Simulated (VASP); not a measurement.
**A slab model of a single sheet of TiBr2**

Aim: model a single sheet of TiBr2 by a slab and find how far its highest filled level lies below the vacuum.

Main program and level: VASP 6.6.1; PBEsol, no spin polarisation; plane waves and PAW (Br, Ti).

Report form: the programs' logs are mostly left out.

### 1. The starting structure

The cell holds 3 atoms: 2 Br and 1 Ti. Its edges and angles: a = 3.629 Å, b = 3.629 Å, c = 18.246 Å, α = 90.0°, β = 90.0°, γ = 120.0°. It derives from TiBr2. 1 sheet cut from a layered arrangement of the crystal. Vacuum lies along c.

### 2. Relaxing the slab

All atoms relax at the fixed cell.

Input file INCAR:

```
SYSTEM = TiBr2
PREC = Normal
ENCUT = 300
EDIFF = 1E-05
NELM = 120
ISMEAR = 0
SIGMA = 0.05
LREAL = .FALSE.
ALGO = Fast
GGA = PS
NBANDS = 15
LASPH = .TRUE.
LORBIT = 11
LWAVE = .FALSE.
LCHARG = .FALSE.
KPAR = 2
IBRION = 2
NSW = 40
ISIF = 2
EDIFFG = -0.03
POTIM = 0.4
MAXMIX = 40
IDIPOL = 3
LDIPOL = .TRUE.
DIPOL = 0.5 0.5 0.5
```

Input file POSCAR:

```
TiBr2
1.0
    3.6290000000      0.0000000000      0.0000000000
   -1.8145000000      3.1428061900      0.0000000000
    0.0000000000      0.0000000000     18.2460000000
Br Ti
2 1
Direct
    0.3333333330      0.6666666670      0.5889510030
    0.6666666670      0.3333333330      0.4110489970
    0.0000000000      0.0000000000      0.5000000000
```

Input file KPOINTS:

```
Automatic mesh
0
Gamma
9 9 1
0 0 0
```

Potentials, in the order of the species: Br and Ti (PBE family, release 64).

Command:

```
mpirun -np 2 vasp_std
```

The job ended after 20 s (2 MPI ranks of AMD EPYC 7R43, shared host; peak memory 0.28 GiB).

This run has no spin polarisation, so a moment on Ti, if there is one, isn't seen. The PAW data sets were made with PBE, which is usual practice but a small mismatch for other functionals. The data set Ti keeps the semicore shell frozen, which is cheaper and a little less accurate. The run keeps the 12 symmetry operations of its start, so it cannot find a distortion of lower symmetry.

Relaxation path:

| step | energy less that of the first step (eV) | largest force (eV/Å) |
| --- | --- | --- |
| 1 | 0.0000 | 0.3294 |
| 2 | -0.0074 | 0.2398 |
| 3 | -0.0142 | 0.1183 |
| 4 | -0.0138 | 0.1437 |
| 5 | -0.0164 | 0.0103 |

The atoms that moved most (Å):

| atom | dx | dy | dz | length |
| --- | --- | --- | --- | --- |
| Br1 | 0.000 | 0.000 | -0.048 | 0.048 |
| Br2 | 0.000 | 0.000 | 0.048 | 0.048 |

The relaxed structure:

```
Br Ti
1.0
     3.62900    0.00000    0.00000
    -1.81450    3.14281    0.00000
     0.00000    0.00000   18.24600
Br Ti
2 1
Direct
  0.33333 0.66667 0.58633
  0.66667 0.33333 0.41367
  0.00000 0.00000 0.50000
```

Numbers from this step:

| Quantity | Value |
| --- | --- |
| electronic cycles | 49 |
| electrons | 18 |
| free energy (TOTEN) | -15.11 eV |
| energy at zero smearing | -15.10 eV |
| Fermi energy | -1.060 eV |
| labelled metallic, from the levels on this mesh | yes |
| dipole moment | 0, 0, 0 e·Å |

The run ended after 5 ionic steps, 0.016 eV below its first step, once the forces on the free atoms met EDIFFG = -0.03.

Only the dipole across the slab is computed (IDIPOL = 3); zeros along the plane are no results.

### 3. Vacuum level and density of states

A static run writes the electrostatic potential without exchange and correlation (LVHAR), which is flat in the vacuum and gives the level to count from. The dipole correction cancels the field that unlike faces would set up across the vacuum.

Input file INCAR:

```
SYSTEM = TiBr2
PREC = Normal
ENCUT = 300
EDIFF = 1E-06
NELM = 120
ISMEAR = 0
SIGMA = 0.05
LREAL = .FALSE.
ALGO = Fast
GGA = PS
NBANDS = 22
LASPH = .TRUE.
LORBIT = 11
LWAVE = .TRUE.
LCHARG = .TRUE.
IDIPOL = 3
LDIPOL = .TRUE.
DIPOL = 0.5 0.5 0.5
LVHAR = .TRUE.
LVACPOTAV = .TRUE.
LELF = .TRUE.
NEDOS = 1500
```

Input file POSCAR:

```
TiBr2
1.0
    3.6290000000      0.0000000000      0.0000000000
   -1.8145000000      3.1428061900      0.0000000000
    0.0000000000      0.0000000000     18.2460000000
Br Ti
2 1
Direct
    0.3333333330      0.6666666670      0.5863281032
    0.6666666670      0.3333333330      0.4136718968
    0.0000000000      0.0000000000      0.5000000000
```

KPOINTS is that of step 2.

Input file KPOINTS_OPT:

```
Line mode
14
Line-mode
Reciprocal
  0.00000000   0.00000000   0.00000000 GAMMA
  0.50000000   0.00000000   0.00000000 M

  0.50000000   0.00000000   0.00000000 M
  0.33333333   0.33333333   0.00000000 K

  0.33333333   0.33333333   0.00000000 K
  0.00000000   0.00000000   0.00000000 GAMMA
```

Command:

```
mpirun -np 2 vasp_std
```

It took 18 s on 2 MPI ranks; peak memory 0.24 GiB.

The DOS at the Fermi level is high for the number of transition-metal atoms. It is one value on this mesh and may be a narrow spike; if it stands, a magnetic instability is possible, which a run without spin can't show.

This step gave:

- electronic cycles: 21
- Fermi energy: -1.059 eV
- DOS at the Fermi level: 3.891 states/eV/cell
- vacuum levels: 2.665, 2.665 eV
- work functions of the upper and lower face: 3.724, 3.724 eV

Electronic bands along the path, in eV, zero at the Fermi level; # counts the bands kept:

| point | #4 | #5 | #6 | #7 | #8 | #9 | #10 | #11 |
| --- | --- | --- | --- | --- | --- | --- | --- | --- |
| Γ | -4.42 | -3.22 | -3.22 | -0.11 | -0.11 | -0.03 | 1.47 | 1.47 |
| 0.46 of the way | -4.51 | -4.17 | -3.79 | -0.47 | 0.40 | 0.46 | 1.20 | 1.50 |
| M | -4.83 | -4.68 | -4.23 | -0.90 | 0.80 | 1.03 | 1.72 | 2.11 |
| 0.54 of the way | -5.03 | -4.89 | -4.87 | -0.28 | 0.70 | 0.84 | 1.49 | 1.99 |
| K | -5.31 | -4.92 | -4.92 | 0.47 | 0.48 | 0.48 | 1.67 | 1.67 |
| 0.54 of the way | -4.63 | -4.30 | -4.07 | -0.08 | -0.05 | 0.73 | 1.26 | 1.44 |
| Γ | -4.42 | -3.22 | -3.22 | -0.11 | -0.11 | -0.03 | 1.47 | 1.47 |

Of the projections kept (Br, Ti), the largest for each band there; the rest of the weight can lie on other orbitals:

| point | #4 | #5 | #6 | #7 | #8 | #9 | #10 | #11 |
| --- | --- | --- | --- | --- | --- | --- | --- | --- |
| Γ | Br 0.96 | Br 0.96 | Br 0.96 | Ti 0.97 | Ti 0.97 | Ti 0.92 | Ti 0.76 | Ti 0.76 |
| M | Br 0.89 | Br 0.72 | Br 0.90 | Ti 0.90 | Ti 1.00 | Ti 0.97 | Ti 0.82 | Ti 0.87 |
| K | Br 0.85 | Br 0.79 | Br 0.79 | Ti 0.97 | Ti 0.91 | Ti 0.91 | Ti 0.88 | Ti 0.88 |
| Γ | Br 0.96 | Br 0.96 | Br 0.96 | Ti 0.97 | Ti 0.97 | Ti 0.92 | Ti 0.76 | Ti 0.76 |

The density of states has structure finer than the step of the table below, so its rows give means over 1 eV, whole bins alone (the curve runs from -12.0 to 7.90 eV). Peaks (eV: height): total -6.2: 8.73, 5.5: 8.83, 7.4: 8.51, 7.7: 12.2; Br s 4.0: 0.150, 4.2: 0.23, 4.5: 0.163, 4.9: 0.180; Br p -6.2: 4.06, -5.1: 3.72, -4.5: 4.84, -4.2: 3.87; Br d 6.5: 0.658, 7.0: 0.893, 7.4: 0.960, 7.7: 1.02; Ti s 4.5: 0.911, 4.8: 0.609, 5.0: 0.578, 5.5: 0.584.

Means over bins of 0.076 eV. Table of density of states by energy, zero at the Fermi level; means over each step; values in states/eV/cell:

| energy (eV) | total | Br s | Br p | Br d | Ti s | Ti p | Ti d |
| --- | --- | --- | --- | --- | --- | --- | --- |
| -8 | 0 | 0 | 0 | 0 | 0 | 0 | 0 |
| -7 | 1.09 | 0.00974 | 0.475 | 0.00295 | 0.124 | 0.00650 | 0.0526 |
| -6 | 2.77 | 0.0272 | 1.30 | 0.00741 | 0.119 | 0.136 | 0.140 |
| -5 | 5.42 | 0.0177 | 2.93 | 0.0143 | 0.0311 | 0.162 | 0.600 |
| -4 | 2.50 | 0.00582 | 1.50 | 0.00592 | 0.00558 | 0.0996 | 0.148 |
| -3 | 0.190 | 0 | 0.130 | 3.0e-4 | 0 | 0.00556 | 0.00350 |
| -2 | 0 | 0 | 0 | 0 | 0 | 0 | 0 |
| -1 | 0.679 | 8.8e-4 | 0.0359 | 0.0185 | 0.00275 | 7.0e-4 | 0.483 |
| 0 | 2.86 | 0.00161 | 0.153 | 0.0492 | 0.00514 | 0.00194 | 2.25 |
| 1 | 4.23 | 0.0232 | 0.233 | 0.0614 | 0.0130 | 0.00406 | 3.49 |
| 2 | 2.23 | 0.0360 | 0.220 | 0.0370 | 0.00433 | 0.00351 | 1.69 |
| 3 | 0.320 | 0.0272 | 0.0171 | 6.9e-4 | 0.0248 | 0.00755 | 0.00734 |
| 4 | 2.79 | 0.0981 | 0.141 | 0.144 | 0.211 | 0.216 | 0.0703 |
| 5 | 3.39 | 0.0738 | 0.225 | 0.201 | 0.294 | 0.262 | 0.0972 |
| 6 | 2.72 | 0.0193 | 0.0916 | 0.183 | 0.0620 | 0.273 | 0.0799 |
| 7 | 5.14 | 0.0158 | 0.254 | 0.498 | 0.0960 | 0.693 | 0.316 |

Zero at the Fermi level. The planar average of the electrostatic potential by height:

| height (Å) | planar average of the electrostatic potential (eV) |
| --- | --- |
| 0.0 | 3.73 |
| 0.5 | 3.73 |
| 1.0 | 3.73 |
| 1.5 | 3.73 |
| 2.0 | 3.73 |
| 2.5 | 3.72 |
| 3.0 | 3.72 |
| 3.5 | 3.72 |
| 4.0 | 3.72 |
| 4.5 | 3.72 |
| 5.0 | 3.71 |
| 5.5 | 3.66 |
| 6.0 | 3.38 |
| 6.5 | 2.06 |
| 7.0 | -4.75 |
| 7.5 | -9.64 |
| 8.0 | -8.28 |
| 8.5 | -3.50 |
| 9.0 | -3.81 |
| 9.5 | -3.56 |
| 10.0 | -5.36 |
| 10.5 | -9.74 |
| 11.0 | -8.21 |
| 11.5 | -0.179 |
| 12.0 | 2.97 |
| 12.5 | 3.57 |
| 13.0 | 3.69 |
| 13.5 | 3.72 |
| 14.0 | 3.72 |
| 14.5 | 3.72 |
| 15.0 | 3.72 |
| 15.5 | 3.72 |
| 16.0 | 3.73 |
| 16.5 | 3.73 |
| 17.0 | 3.73 |
| 17.5 | 3.73 |
| 18.0 | 3.73 |

Density of states in the PAW spheres, an atom over height of the layer and energy from the Fermi level.

Ten even steps from '0' (0.00 states/eV) to '9' (2.89 states/eV), each cell a mean:
```
090
090
050
020
000
000
000
000
000
000
000
101
414
636
424
212
101
323
111
000
000
000
```
Columns: height of the layer (Å) from 7.5 to 10.7; rows upwards: energy from the Fermi level (eV) from -7.9 to 0.5.

ELF in the ca plane at fractional y = 0.000, with atoms of Ti within 0.2 Å of it. It is the smooth field of the valence electrons, not physical close to the nuclei.

Values, 5 rows by 16 columns, each cell a mean:
```
0.00 0.00 0.00 0.00 0.00 0.03 0.17 0.08 0.05 0.19 0.05 0.00 0.01 0.00 0.00 0.00
0.00 0.00 0.00 0.00 0.03 0.25 0.64 0.35 0.25 0.65 0.34 0.03 0.00 0.00 0.00 0.00
0.00 0.00 0.00 0.06 0.03 0.38 0.77 0.49 0.38 0.78 0.50 0.05 0.06 0.00 0.00 0.00
0.00 0.00 0.00 0.01 0.01 0.15 0.50 0.25 0.17 0.51 0.23 0.03 0.00 0.00 0.00 0.00
0.00 0.00 0.00 0.00 0.00 0.01 0.11 0.06 0.04 0.12 0.02 0.00 0.00 0.00 0.00 0.00
```
Columns run along c (18.2 Å), rows up along a (3.6 Å). Atoms in or near the plane, at fractional coordinates: Ti at (0.50, 0.00).

Electrostatic potential energy in the ca plane at fractional y = 0.000, with atoms of Ti within 0.2 Å of it. With pseudopotentials it is smooth inside the atoms' cores, unlike the true potential.

Values in units of 1e0 eV, 5 rows by 16 columns, each cell a mean:
```
 2.7  2.7  2.7  2.7  2.7  2.5  0.6 -8.4 -9.4 -0.4  2.3  2.6  2.7  2.7  2.7  2.7
 2.7  2.7  2.7  2.7  2.6  2.0 -1.5 -3.8 -4.3 -2.0  1.6  2.6  2.7  2.7  2.7  2.7
 2.7  2.7  2.7  2.7  2.6  1.7 -3.7 -1.7 -1.2 -4.1  1.1  2.6  2.7  2.7  2.7  2.7
 2.7  2.7  2.7  2.7  2.6  2.2 -0.6 -5.3 -6.2 -1.2  1.9  2.6  2.7  2.7  2.7  2.7
 2.7  2.7  2.7  2.7  2.7  2.5  0.7 -8.8 -9.7 -0.6  2.4  2.6  2.7  2.7  2.7  2.7
```
Columns run along c (18.2 Å; values clipped at the 3rd and 97th percentile), rows up along a (3.6 Å). Atoms in or near the plane, at fractional coordinates: Ti at (0.50, 0.00).

Valence density in the ca plane at fractional y = 0.000, with atoms of Ti within 0.2 Å of it. It is the smooth field of the valence electrons, not physical close to the nuclei.

Values in units of 1e-1 e/Å³, 5 rows by 16 columns, each cell a mean:
```
0.0 0.0 0.0 0.0 0.0 0.1 0.9 3.7 4.8 1.1 0.2 0.0 0.0 0.0 0.0 0.0
0.0 0.0 0.0 0.0 0.0 0.4 2.4 2.0 1.8 2.6 0.6 0.0 0.0 0.0 0.0 0.0
0.0 0.0 0.0 0.0 0.0 0.5 3.6 2.3 1.8 3.9 0.9 0.0 0.0 0.0 0.0 0.0
0.0 0.0 0.0 0.0 0.0 0.3 1.8 2.1 2.1 2.1 0.4 0.0 0.0 0.0 0.0 0.0
0.0 0.0 0.0 0.0 0.0 0.1 0.7 4.7 6.2 0.9 0.2 0.0 0.0 0.0 0.0 0.0
```
Columns run along c (18.2 Å), rows up along a (3.6 Å). Atoms in or near the plane, at fractional coordinates: Ti at (0.50, 0.00).

The density of states holds every band computed, so its fall toward the upper end of the range is no gap.

The map of layer states is cut here 0.5 eV above the Fermi level, so it leaves out the states above that.

The vacuum level lies 3.72 eV above the Fermi level at the upper face; both faces agree, as the slab has next to no dipole.

The program found no field-free point at its default tolerance, but its printed level agrees with the flat part of the planar average.

On this mesh the fine structure of the density of states is sampling noise, and high empty states may be cut by the number of bands.

### 4. Tunnelling image, filled states within 1 eV

A partial density over this window, at constant height above the top atom, is the Tersoff-Hamann picture of a tunnelling image.

Input file INCAR:

```
SYSTEM = TiBr2
PREC = Normal
ENCUT = 300
EDIFF = 1E-05
NELM = 120
ISMEAR = 0
SIGMA = 0.05
LREAL = .FALSE.
ALGO = Fast
GGA = PS
NBANDS = 22
LASPH = .TRUE.
LWAVE = .FALSE.
LCHARG = .FALSE.
ISTART = 1
LPARD = .TRUE.
NBMOD = -3
EINT = -1 0
LSEPB = .FALSE.
LSEPK = .FALSE.
```

POSCAR is that of step 3.

KPOINTS is that of step 3.

The run starts from files that an earlier step left in the folder.

Command:

```
mpirun -np 2 vasp_std
```

Run time: 1.2 s. Hardware: 2 MPI ranks.

Local density of states in the window along a and b. Constant height, 2.5 Å above the top atom.

Ten even steps from '_' (0.57 × 1e-4 e/Å³) to '@' (2.54 × 1e-4 e/Å³), each cell a mean:
```
__________....::::----======++++++======----::::......__________
________....::::--====++++++****++++++====----::......__________
____....::::--====++******######****++++==----::::....__________
__....::::--==++++**####%%%%%%####****++====--::......__________
....::----==++**####%%%%@@@@%%%%####**++==----::......________..
::::--====++**##%%%%@@@@@@@@@@%%####**++==--::::......______....
::--====++**##%%@@@@@@@@@@@@@@%%##**++====--::::..............::
----==++**##%%%%@@@@@@@@@@@@%%####**++==--::::..............::::
--==++****##%%@@@@@@@@@@@@%%####**++==----::::............::::--
====++**####%%%%%%%%%%%%%%##****++==----::::..............::::--
====++****####%%%%%%######**++++==----::::..............::::----
====++++****************++++==----::::::................::::----
--====++++++++++++++++======----::::::..................::::----
----================--------::::::......................::::::--
::------------------::::::::::............................::::::
::::::::::::::::::::::........................................::
................................................................
................................................................
____________________............::::::::::..............________
__________________........::::::::::::::::::::........__________
________________......::::::------------::::::::......__________
______________....::::::--------====--------::::......__________
```
Columns: along a (fractional) from 0 to 0.969; rows upwards: along b (fractional) from 0 to 0.969.

Partial charge density in the ca plane at fractional y = 0.000, with atoms of Ti within 0.2 Å of it. It is the smooth field of the valence electrons, not physical close to the nuclei.

Values in Å⁻³, 5 rows by 16 columns, each cell a mean:
```
0.00 0.00 0.00 0.00 0.00 0.00 0.02 0.24 0.32 0.03 0.00 0.00 0.00 0.00 0.00 0.00
0.00 0.00 0.00 0.00 0.00 0.00 0.01 0.03 0.04 0.01 0.00 0.00 0.00 0.00 0.00 0.00
0.00 0.00 0.00 0.00 0.00 0.00 0.00 0.02 0.02 0.01 0.00 0.00 0.00 0.00 0.00 0.00
0.00 0.00 0.00 0.00 0.00 0.00 0.01 0.06 0.08 0.01 0.00 0.00 0.00 0.00 0.00 0.00
0.00 0.00 0.00 0.00 0.00 0.00 0.02 0.32 0.44 0.03 0.00 0.00 0.00 0.00 0.00 0.00
```
Columns run along c (18.2 Å), rows up along a (3.6 Å). Atoms in or near the plane, at fractional coordinates: Ti at (0.50, 0.00).

Shared out to the nearest atoms, the partial charge density (by size) has 80 % on Ti; its largest share on one atom is 80 % (Ti3), and it takes 2 of the 3 atoms to pass 80 %.

Between its 5th and 95th percentile the partial density varies by a factor of 3.5, which sets the contrast of the image.

### 5. Tunnelling image, empty states within 1 eV

INCAR, as its differences from that of step 4:

```diff
@@ -17,3 +17,3 @@
 NBMOD = -3
-EINT = -1 0
+EINT = 0 1
 LSEPB = .FALSE.
```

POSCAR is that of step 4.

KPOINTS is that of step 4.

The WAVECAR or CHGCAR of an earlier step is read.

Command:

```
mpirun -np 2 vasp_std
```

Wall time 1.2 s (2 MPI ranks); 1.5 s of CPU time.

Local density of states in the window along a and b. Constant height, 2.5 Å above the top atom.

Values in units of 1e-4 e/Å³, 12 rows by 16 columns, each cell a mean:
```
1.9 2.0 2.2 2.5 2.9 3.2 3.4 3.5 3.5 3.3 3.0 2.7 2.4 2.1 2.0 1.9
2.1 2.3 2.7 3.1 3.5 3.8 4.0 4.0 3.9 3.6 3.2 2.8 2.4 2.1 2.0 2.0
2.4 2.8 3.2 3.7 4.1 4.4 4.5 4.4 4.1 3.7 3.2 2.7 2.4 2.1 2.1 2.1
2.8 3.2 3.7 4.2 4.6 4.8 4.7 4.5 4.0 3.5 3.0 2.6 2.3 2.2 2.2 2.4
3.1 3.5 4.0 4.4 4.7 4.7 4.5 4.1 3.7 3.2 2.7 2.4 2.2 2.2 2.3 2.6
3.2 3.6 4.0 4.3 4.4 4.3 4.0 3.6 3.2 2.8 2.4 2.2 2.1 2.2 2.5 2.8
3.1 3.5 3.7 3.8 3.8 3.6 3.3 3.0 2.7 2.4 2.2 2.1 2.1 2.3 2.5 2.8
2.9 3.1 3.2 3.2 3.1 3.0 2.7 2.5 2.3 2.1 2.0 2.0 2.1 2.2 2.5 2.7
2.6 2.6 2.7 2.6 2.6 2.5 2.3 2.2 2.1 2.1 2.0 2.1 2.1 2.2 2.3 2.4
2.2 2.2 2.2 2.2 2.2 2.2 2.2 2.2 2.2 2.2 2.2 2.2 2.2 2.2 2.2 2.2
2.0 2.0 2.0 2.0 2.1 2.2 2.4 2.4 2.5 2.5 2.5 2.4 2.3 2.1 2.0 2.0
1.9 1.9 2.0 2.1 2.4 2.6 2.8 2.9 2.9 2.9 2.7 2.6 2.3 2.1 2.0 1.9
```
Columns: along a (fractional) from 0 to 0.969; rows upwards: along b (fractional) from 0 to 0.969.

Partial charge density in the ca plane at fractional y = 0.000, with atoms of Ti within 0.2 Å of it. It is the smooth field of the valence electrons, not physical close to the nuclei.

Ten steps, logarithmic in the rise over the least value, from '0' (0.0 Å⁻³) to '9' (2.0 Å⁻³), each cell a mean:
```
00000000000000000014799852100000000000000000
00000000000000000012367521000000000000000000
00000000000000000001234210000000000000000000
00000000000000000000011100000000000000000000
00000000000000000000122100000000000000000000
00000000000000000001255311000000000000000000
00000000000000000013578642000000000000000000
00000000000000000024799863100000000000000000
```
Columns run along c (18.2 Å), rows up along a (3.6 Å). Atoms in or near the plane, at fractional coordinates: Ti at (0.50, 0.00).

Shared out to the nearest atoms, the partial charge density has 89 % on Ti; its largest share on one atom is 89 % (Ti3), so it takes 1 of the 3 atoms to pass 80 %.

Between its 5th and 95th percentile the partial density varies by a factor of 2.2, which sets the contrast of the image.

### 6. Putting the energies together

This step: slab, PBEsol; plane waves and PAW (VASP 6.6.1).

No new run; the numbers come from the runs before.

### 7. Results

- work function of the slab: 3.72 eV

The work function is 3.72 eV at both faces. The atom that ends on top (Br) moved inwards by 0.05 Å, counted from the mean of all atoms. The cell in the plane was kept as given and was not relaxed here.

[Lines on the potential files, build, host, timing and source positions are cut from VASP's logs without a mark.]

[Logs are printed without paths, hosts, clocks, repeated set-up lines and the standing remarks that a program may print on its own settings, such as how far it seeks lower states.]

[Hosts, paths, dates, database ids (printed as entryN), source tags and the programs' standing remarks are cut or masked in the printed files.]

[In band tables of VASP the shares of atoms and orbitals are scaled to a sum of 1 inside the atoms' spheres.]

[Runs that stopped without an error message from VASP are left out.]
